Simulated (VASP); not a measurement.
Consider the following.

```yaml
crystal:
  lattice:
    - [0.00000, 2.72632, 2.72632]
    - [2.72632, 0.00000, 2.72632]
    - [2.72632, 2.72632, 0.00000]
  atoms:
    - { symbol: Co, position: [0.00000, 0.00000, 0.00000] }
    - { symbol: Si, position: [0.25000, 0.25000, 0.25000] }
    - { symbol: Si, position: [0.75000, 0.75000, 0.75000] }
```

These are rev-vdW-DF2, VASP's PBE PAW potentials (set 64) (plane waves; VASP 6.6.1) values and carry that method's errors. Settings: 520 eV cut-off, 10×10×10 Γ-centred mesh, first-order Methfessel-Paxton smearing of 0.10 eV, potentials Co Si.

**Question.** Give the stress tensor in GPa (positive for a compressed cell).

**Answer.** 
```
-9.45   0.00   0.00
 0.00  -9.45   0.00
 0.00   0.00  -9.45
```
The pressure is its mean diagonal, -9.45 GPa.

The compound is CoSi2 in the fluorite structure. This cell is one point of a volume scan, at 1.06 of the reference volume. The run is not spin-polarised, so no magnetic state was tried. The electron count is odd and the run is not spin-polarised, which forces a metal.
